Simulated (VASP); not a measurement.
Method: PBE GGA, VASP's PBE PAW potentials (set 64) (plane waves; VASP).

The input files of a VASP run:

### INCAR
```
SYSTEM = LiCl
PREC = Accurate
ENCUT = 520
EDIFF = 1E-6
NELM = 100
ALGO = Normal
LREAL = .FALSE.
LASPH = .TRUE.
ISMEAR = 0
SIGMA = 0.05
GGA = PE
LWAVE = .FALSE.
LCHARG = .FALSE.
IBRION = 2
ISIF = 3
NSW = 60
EDIFFG = -0.01
```

File KPOINTS:
```
K-points
0
G
  8 8 8
0 0 0
```

File POSCAR:
```
LiCl
1
   -0.0000000000     2.5705542292     2.5705542292
    2.5705542292    -0.0000000000     2.5705542292
    2.5705542292     2.5705542292     0.0000000000
Li Cl
1 1
Direct
  0.0000000000   0.0000000000   0.0000000000
  0.5000000000   0.5000000000   0.5000000000
```

POTCAR, in this order: Li_sv Cl (PBE.64 set). Program: vasp_std.

Output

### OSZICAR
```
       N       E                     dE             d eps       ncg     rms          rms(c)
DAV:   1     0.427311691460E+02    0.42731E+02   -0.43116E+03   522   0.101E+03
DAV:   2    -0.560260931876E+01   -0.48334E+02   -0.47008E+02   695   0.170E+02
DAV:   3    -0.740559233886E+01   -0.18030E+01   -0.18008E+01   665   0.386E+01
DAV:   4    -0.745073139095E+01   -0.45139E-01   -0.45048E-01   797   0.570E+00
DAV:   5    -0.745150096620E+01   -0.76958E-03   -0.76954E-03   699   0.623E-01    0.238E+00
DAV:   6    -0.737991371797E+01    0.71587E-01   -0.17533E-01   571   0.244E+00    0.171E+00
DAV:   7    -0.738168379795E+01   -0.17701E-02   -0.58275E-02   736   0.157E+00    0.922E-01
DAV:   8    -0.738608012727E+01   -0.43963E-02   -0.91316E-03   589   0.805E-01    0.142E-01
DAV:   9    -0.738606755629E+01    0.12571E-04   -0.33041E-04   691   0.164E-01    0.428E-02
DAV:  10    -0.738613340327E+01   -0.65847E-04   -0.11789E-04   564   0.993E-02    0.225E-02
DAV:  11    -0.738613999457E+01   -0.65913E-05   -0.59586E-06   768   0.235E-02    0.557E-03
DAV:  12    -0.738614162383E+01   -0.16293E-05   -0.44068E-07   544   0.617E-03    0.350E-03
DAV:  13    -0.738614086342E+01    0.76041E-06   -0.16695E-07   270   0.374E-03
   1 F= -.73861409E+01 E0= -.73861409E+01  d E =-.738614E+01
```

OUTCAR:
```
------------------------ aborting loop because EDIFF is reached ----------------------------------------
  FORCE on cell =-STRESS in cart. coord.  units (eV):
  Direction    XX          YY          ZZ          XY          YZ          ZX
  --------------------------------------------------------------------------------------
  Total        0.0139536      0.0139536      0.0139536      0.0000000      0.0000000      0.0000000
  in kB        0.6580942      0.6580942      0.6580942      0.0000000      0.0000000      0.0000000
  external PRESSURE =       0.6580942 kB  Pullay stress =       0.0000000 kB
  volume of cell :       33.97
      direct lattice vectors                 reciprocal lattice vectors
     0.000000000  2.570554229  2.570554229    -0.194510582  0.194510582  0.194510582
     2.570554229  0.000000000  2.570554229     0.194510582 -0.194510582  0.194510582
     2.570554229  2.570554229  0.000000000     0.194510582  0.194510582 -0.194510582
  FREE ENERGIE OF THE ION-ELECTRON SYSTEM (eV)
  ---------------------------------------------------
  free  energy   TOTEN  =        -7.3861408634 eV

  energy  without entropy=       -7.3861408634  energy(sigma->0) =       -7.38614086

 reached required accuracy - stopping structural energy minimisation
```
(Selected blocks of OUTCAR.)

The structure was generated: LiCl was put into the rock salt type (Fm-3m), which need not be its known phase. It was relaxed first, which changed the volume by +11 %. The start is the result of an earlier pass.
